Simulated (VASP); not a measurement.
# Interstitial Li in TaSi2, part 3 of 5

Wanted: what interstitial Li costs in TaSi2 and how the lattice relaxes round it. The start is a cell from a database of measured crystal structures.

VASP 6.6.1, plane waves and PAW; the level of theory is named at each step.

So far. Step 4 (Reference Li): The run ended after 3 ionic steps, 0.000 eV below its first step, once forces and stress met EDIFFG = -0.02. Step 4 (Reference Li): Energy at zero smearing: -2.34354 eV.

The database entry behind the starting cell has ideal inner coordinates that were not refined, so it need not match the best structure at ambient conditions.

### 5. Reference Si

This step: SCAN; plane waves and PAW (Si) (VASP 6.6.1).

System of this step: Si. It takes space group Fd-3m (No. 227, cubic). The conventional cell has a = 5.430 Å, b = 5.430 Å, c = 5.430 Å, α = 90.00°, β = 90.00°, γ = 90.00°. Nearest to Si lie 4 Si at 2.35 Å.

Si is not exchanged here; its energy serves the host's formation enthalpy.

Input file INCAR:

```
SYSTEM = Si
PREC = Normal
ENCUT = 300
EDIFF = 1E-05
NELM = 120
ISMEAR = 0
SIGMA = 0.1
LREAL = Auto
ALGO = Normal
METAGGA = SCAN
LASPH = .TRUE.
NBANDS = 10
LORBIT = 11
LWAVE = .FALSE.
LCHARG = .FALSE.
KPAR = 4
IBRION = 2
NSW = 25
ISIF = 3
EDIFFG = -0.02
POTIM = 0.4
```

Input file POSCAR:

```
Si
1.0
    0.0000000000      2.7150000000      2.7150000000
    2.7150000000      0.0000000000      2.7150000000
    2.7150000000      2.7150000000      0.0000000000
Si
2
Direct
    0.0000000000      0.0000000000      0.0000000000
    0.2500000000      0.2500000000      0.2500000000
```

Input file KPOINTS:

```
Automatic mesh
0
Gamma
9 9 9
0 0 0
```

PAW data sets: Si (PBE family, release 64).

Launch:

```console
$ mpirun -np 4 vasp_std
```

Output:

```text
[banner, memory and clock lines left out]
running    4 mpi-ranks, on    1 nodes
 distrk:  each k-point on    1 cores,    4 groups
 distr:  one band on    1 cores,    1 groups

 POSCAR found type information on POSCAR Si
 POSCAR found :  1 types and       2 ions
 [... a notice as in an earlier step ...]

 [... a notice as in an earlier step ...]

 LDA part: xc-table for (None), standard interpolation
 POSCAR, INCAR and KPOINTS ok, starting setup
 FFT: planning ... GRIDC
 FFT: planning ... GRID_SOFT
 FFT: planning ... GRID
 WAVECAR not read
 entering main loop
       N       E                     dE             d eps       ncg     rms          rms(c)
DAV:   1    -0.869569944757E+01   -0.86957E+01   -0.25388E+03   700   0.415E+02
DAV:   2    -0.209478869305E+02   -0.12252E+02   -0.11730E+02  1014   0.705E+01
DAV:   3    -0.212515864221E+02   -0.30370E+00   -0.30293E+00   880   0.966E+00
DAV:   4    -0.212534327521E+02   -0.18463E-02   -0.18461E-02   866   0.906E-01
DAV:   5    -0.212534438727E+02   -0.11121E-04   -0.11120E-04   868   0.612E-02    0.617E+00
DAV:   6    -0.200096863582E+02    0.12438E+01   -0.17804E-01   802   0.305E+00    0.410E+00
DAV:   7    -0.200077240354E+02    0.19623E-02   -0.20644E-01   768   0.304E+00    0.472E-01
DAV:   8    -0.200045339855E+02    0.31900E-02   -0.99973E-03   782   0.697E-01    0.183E-01
DAV:   9    -0.200049125379E+02   -0.37855E-03   -0.54230E-04   802   0.239E-01    0.860E-02
DAV:  10    -0.200049113805E+02    0.11575E-05   -0.55971E-05   818   0.620E-02
   1 F= -.20004911E+02 E0= -.20004911E+02  d E =-.200049E+02
 curvature:   0.00 expect dE= 0.000E+00 dE for cont linesearch  0.000E+00
 trial: gam= 0.00000 g(F)=  0.145E-41 g(S)=  0.563E-03 ort = 0.000E+00 (trialstep = 0.100E+01)
 search vector abs. value=  0.563E-03
 bond charge predicted
       N       E                     dE             d eps       ncg     rms          rms(c)
DAV:   1    -0.200052203926E+02   -0.30785E-03   -0.69567E-03   806   0.423E-01    0.810E-02
DAV:   2    -0.200051495143E+02    0.70878E-04   -0.33999E-04   744   0.170E-01    0.537E-02
DAV:   3    -0.200050988641E+02    0.50650E-04   -0.10338E-04   786   0.535E-02    0.184E-02
DAV:   4    -0.200050991911E+02   -0.32700E-06   -0.25451E-06   404   0.142E-02
   2 F= -.20005099E+02 E0= -.20005099E+02  d E =-.187811E-03
 trial-energy change:   -0.000188  1 .order   -0.000182   -0.000563    0.000198
 step:   0.7396(harm=  0.7396)  dis= 0.00000  next Energy=   -20.005120 (dE=-0.208E-03)
 reached required accuracy - stopping structural energy minimisation
```

Wall time 3.2 s (4 MPI ranks of Intel Xeon 6975P-C (Granite Rapids), shared host); peak memory 0.41 GiB; 11 s of CPU time.

OUTCAR, selected parts (step 5):

```text
   k-points           NKPTS =     35   k-points in BZ     NKDIM =     35   number of bands    NBANDS=     10

   ENCUT  =  300.0 eV  22.05 Ry    4.70 a.u.   5.42  5.42  5.42*2*pi/ulx,y,z

   NELECT =       8.0000    total number of electrons

 E-fermi :   6.1422

 k-point     1 :       0.0000    0.0000    0.0000
  band No.  band energies     occupation
      1      -6.7115      2.00000
      2       5.7405      2.00000
      3       5.7406      2.00000
      4       5.7406      2.00000
      5       8.5963      0.00000
      6       8.5964      0.00000
      7       8.5964      0.00000
      8       9.8537      0.00000
      9      13.9838      0.00000
    ...

  Total        0.0347344      0.0347344      0.0347344     -0.0000000      0.0000000      0.0000000
  in kB        1.3983416      1.3983416      1.3983416     -0.0000000      0.0000000      0.0000000
  external PRESSURE =       1.3983416 kB  Pullay stress =       0.0000000 kB

 POSITION                                       TOTAL-FORCE (eV/Angst)
 -----------------------------------------------------------------------------------
      2.70983      2.70983      5.41966         0.000000      0.000000      0.000000
      1.35492      1.35492      1.35492        -0.000000     -0.000000     -0.000000
 -----------------------------------------------------------------------------------
    total drift:                               -0.000000     -0.000000      0.000000

  FREE ENERGIE OF THE ION-ELECTRON SYSTEM (eV)
  ---------------------------------------------------
  free  energy   TOTEN  =       -20.0050991911 eV

  energy  without entropy=      -20.0050991911  energy(sigma->0) =      -20.00509919

[... 1 part as in an earlier step ...]

[... 15 further parts left out ...]
```

The gap is read on the k-mesh alone, so it is an upper bound where the band edges lie off the mesh.

Relaxation path:

| step | energy less that of the first step (eV) | largest force (eV/Å) | pressure (GPa) | volume (Å³) |
| --- | --- | --- | --- | --- |
| 1 | 0.0000 | 0.0000 | -0.39 | 40.03 |
| 2 | -0.0002 | 0.0000 | 0.14 | 39.80 |

| conventional cell, symmetrised | before | after | change |
| --- | --- | --- | --- |
| a (Å) | 5.430 | 5.420 | -0.2 % |
| b (Å) | 5.430 | 5.420 | -0.2 % |
| c (Å) | 5.430 | 5.420 | -0.2 % |
| volume (Å³/atom) | 20.01 | 19.90 | -0.6 % |

The relaxed structure:

```
Si
1.0
     0.00000    2.70983    2.70983
     2.70983    0.00000    2.70983
     2.70983    2.70983    0.00000
Si
2
Cartesian
  0.0000 0.0000 0.0000
  1.3549 1.3549 1.3549
```

Numbers from this step:

```yaml
electronic_cycles: 14
electrons: 8
free_energy_toten: -20.01 eV
fermi_energy: 6.142 eV
labelled_metallic_from_the_levels_on_this_mesh: no
gap_on_the_k_mesh: 0.8222 eV
least_direct_gap_on_the_k_mesh: 2.856 eV
```

The run ended after 2 ionic steps, 0.000 eV below its first step, once forces and stress met EDIFFG = -0.02.

Energy at zero smearing: -20.00510 eV.

### 6. Reference Ta

This step: SCAN; plane waves and PAW (Ta) (VASP 6.6.1).

System of this step: Ta. Symmetry: Im-3m, No. 229, cubic system. The conventional cell has a = 3.310 Å, b = 3.310 Å, c = 3.310 Å, α = 90.00°, β = 90.00°, γ = 90.00°. Ta has 8 Ta at 2.87 Å nearest.

Ta is not exchanged here; its energy serves the host's formation enthalpy.

Edit INCAR of step 5 so:

```diff
@@ -1,2 +1,2 @@
-SYSTEM = Si
+SYSTEM = Ta
 PREC = Normal
@@ -5,3 +5,3 @@
 NELM = 120
-ISMEAR = 0
+ISMEAR = 1
 SIGMA = 0.1
@@ -11,3 +11,3 @@
 LASPH = .TRUE.
-NBANDS = 10
+NBANDS = 8
 LORBIT = 11
```

Input file POSCAR:

```
Ta
1.0
   -1.6550000000      1.6550000000      1.6550000000
    1.6550000000     -1.6550000000      1.6550000000
    1.6550000000      1.6550000000     -1.6550000000
Ta
1
Direct
    0.0000000000      0.0000000000      0.0000000000
```

Input file KPOINTS:

```
Automatic mesh
0
Gamma
11 11 11
0 0 0
```

PAW data sets: Ta (PBE family, release 64).

Launch:

```console
$ mpirun -np 4 vasp_std
```

Output:

```text
[banner, memory and clock lines left out]
running    4 mpi-ranks, on    1 nodes
 distrk:  each k-point on    1 cores,    4 groups
 distr:  one band on    1 cores,    1 groups

 POSCAR found type information on POSCAR Ta
 POSCAR found :  1 types and       1 ions
 [... a notice as in an earlier step ...]

 [... a notice as in an earlier step ...]

 LDA part: xc-table for (None), standard interpolation
 POSCAR, INCAR and KPOINTS ok, starting setup
 FFT: planning ... GRIDC
 FFT: planning ... GRID_SOFT
 FFT: planning ... GRID
 WAVECAR not read
 entering main loop
       N       E                     dE             d eps       ncg     rms          rms(c)
DAV:   1    -0.615937110021E+02   -0.61594E+02   -0.14527E+03   968   0.289E+02
DAV:   2    -0.678954489657E+02   -0.63017E+01   -0.60113E+01  1344   0.486E+01
DAV:   3    -0.679174575671E+02   -0.22009E-01   -0.22006E-01  1000   0.388E+00
DAV:   4    -0.679174724040E+02   -0.14837E-04   -0.14837E-04  1416   0.821E-02
DAV:   5    -0.679174724071E+02   -0.31048E-08   -0.36528E-08  1024   0.919E-04    0.153E+01
DAV:   6    -0.667895521161E+02    0.11279E+01   -0.77093E-01  1584   0.640E+00    0.669E+00
DAV:   7    -0.666455213869E+02    0.14403E+00   -0.37699E-01  1344   0.385E+00    0.833E-01
DAV:   8    -0.666475676680E+02   -0.20463E-02   -0.45328E-03  1008   0.520E-01    0.392E-01
DAV:   9    -0.666494881303E+02   -0.19205E-02   -0.46641E-03  1064   0.424E-01    0.652E-02
DAV:  10    -0.666496078745E+02   -0.11974E-03   -0.43102E-04  1056   0.130E-01    0.376E-02
DAV:  11    -0.666495896864E+02    0.18188E-04   -0.39544E-05  1120   0.353E-02    0.681E-03
DAV:  12    -0.666495827669E+02    0.69195E-05   -0.18650E-06   504   0.858E-03
   1 F= -.66649583E+02 E0= -.66650154E+02  d E =-.666496E+02
 curvature:   0.00 expect dE= 0.000E+00 dE for cont linesearch  0.000E+00
 trial: gam= 0.00000 g(F)=  0.310E-57 g(S)=  0.957E-01 ort = 0.000E+00 (trialstep = 0.100E+01)
 search vector abs. value=  0.957E-01
 bond charge predicted
       N       E                     dE             d eps       ncg     rms          rms(c)
DAV:   1    -0.666259778735E+02    0.23612E-01   -0.22936E+00   920   0.119E+01    0.305E+00
DAV:   2    -0.666227264461E+02    0.32514E-02   -0.11684E-01  1112   0.271E+00    0.206E+00
DAV:   3    -0.666065988256E+02    0.16128E-01   -0.48807E-02  1008   0.125E+00    0.628E-01
DAV:   4    -0.666056941033E+02    0.90472E-03   -0.23902E-03  1016   0.313E-01    0.349E-02
DAV:   5    -0.666057370328E+02   -0.42930E-04   -0.36652E-05  1056   0.379E-02    0.201E-02
DAV:   6    -0.666057551575E+02   -0.18125E-04   -0.26285E-05   936   0.211E-02    0.112E-02
DAV:   7    -0.666057586344E+02   -0.34769E-05   -0.28626E-06   504   0.748E-03
   2 F= -.66605759E+02 E0= -.66605673E+02  d E =0.438241E-01
[...]
3 F= -.66667267E+02 E0= -.66667914E+02  d E =-.176843E-01
 curvature:  -0.17 expect dE=-0.100E-04 dE for cont linesearch -0.100E-04
 ZBRENT: interpolating
 opt :   0.3604  next Energy=   -66.667277 (dE=-0.177E-01)
 bond charge predicted
       N       E                     dE             d eps       ncg     rms          rms(c)
DAV:   1    -0.666672801623E+02   -0.87263E-05   -0.14483E-04   928   0.891E-02    0.192E-02
DAV:   2    -0.666672770914E+02    0.30709E-05   -0.11438E-05   984   0.244E-02
   4 F= -.66667277E+02 E0= -.66667922E+02  d E =-.176943E-01
 curvature:  -0.16 expect dE=-0.481E-07 dE for cont linesearch -0.481E-07
 trial: gam=-0.00177 g(F)=  0.577E-58 g(S)=  0.301E-06 ort = 0.170E-03 (trialstep = 0.872E+00)
 search vector abs. value=  0.101E-09
 reached required accuracy - stopping structural energy minimisation
```

It took 8.6 s on 4 MPI ranks; peak memory 0.37 GiB.

OUTCAR, selected parts (step 6):

```text
   k-points           NKPTS =     56   k-points in BZ     NKDIM =     56   number of bands    NBANDS=      8

   ENCUT  =  300.0 eV  22.05 Ry    4.70 a.u.   4.05  4.05  4.05*2*pi/ulx,y,z

   NELECT =       5.0000    total number of electrons

 E-fermi :   5.7572

 k-point     1 :       0.0000    0.0000    0.0000
  band No.  band energies     occupation
      1      -2.8336      2.00000
      2       6.4847     -0.00000
      3       6.4847     -0.00000
      4       6.4848     -0.00000
      5      10.1502      0.00000
      6      10.1502      0.00000
    ...

  Total       -0.0016112     -0.0016112     -0.0016112     -0.0000000     -0.0000000      0.0000000
  in kB       -0.1479104     -0.1479104     -0.1479104     -0.0000000     -0.0000000      0.0000000
  external PRESSURE =      -0.1479104 kB  Pullay stress =       0.0000000 kB

 POSITION                                       TOTAL-FORCE (eV/Angst)
 -----------------------------------------------------------------------------------
      1.63407     -1.63407      1.63407        -0.000000     -0.000000      0.000000
 -----------------------------------------------------------------------------------
    total drift:                                0.000000      0.000000     -0.000000

  FREE ENERGIE OF THE ION-ELECTRON SYSTEM (eV)
  ---------------------------------------------------
  free  energy   TOTEN  =       -66.6672770914 eV

  energy  without entropy=      -66.6692116657  energy(sigma->0) =      -66.66792195

[... 3 parts as in an earlier step ...]

[... 13 further parts left out ...]
```

The steps of the relaxation:

| step | energy less that of the first step (eV) | largest force (eV/Å) | pressure (GPa) | volume (Å³) |
| --- | --- | --- | --- | --- |
| 1 | 0.0000 | 0.0000 | -8.03 | 18.13 |
| 2 | 0.0438 | 0.0000 | 17.87 | 16.29 |
| 3 | -0.0177 | 0.0000 | -0.21 | 17.47 |
| 4 | -0.0177 | 0.0000 | -0.01 | 17.45 |

| conventional cell, symmetrised | before | after | change |
| --- | --- | --- | --- |
| a (Å) | 3.310 | 3.268 | -1.3 % |
| b (Å) | 3.310 | 3.268 | -1.3 % |
| c (Å) | 3.310 | 3.268 | -1.3 % |
| volume (Å³/atom) | 18.13 | 17.45 | -3.7 % |

The relaxed structure:

```xyz
1
Lattice="-1.6341 1.6341 1.6341 1.6341 -1.6341 1.6341 1.6341 1.6341 -1.6341" Properties=species:S:1:pos:R:3 pbc="T T T"
Ta    0.0000    0.0000    0.0000
```

Numbers from this step:

- electronic cycles: 26
- electrons: 5
- free energy (TOTEN): -66.6673 eV
- energy at zero smearing: -66.6679 eV
- Fermi energy: 5.757 eV
- labelled metallic, from the levels on this mesh: yes

The run ended after 4 ionic steps, 0.018 eV below its first step, once forces and stress met EDIFFG = -0.02.

Energy at zero smearing: -66.66792 eV.

(Part 3 of 5 ends here.)

[Lines on the potential files, build, host, timing and source positions are cut from VASP's logs without a mark.]

[Logs are printed without paths, hosts, clocks, repeated set-up lines and the standing remarks that a program may print on its own settings, such as how far it seeks lower states.]

[Hosts, paths, dates, database ids (printed as entryN), source tags and the programs' standing remarks are cut or masked in the printed files.]

[In band tables of VASP the shares of atoms and orbitals are scaled to a sum of 1 inside the atoms' spheres.]

[Runs that stopped without an error message from VASP are left out.]
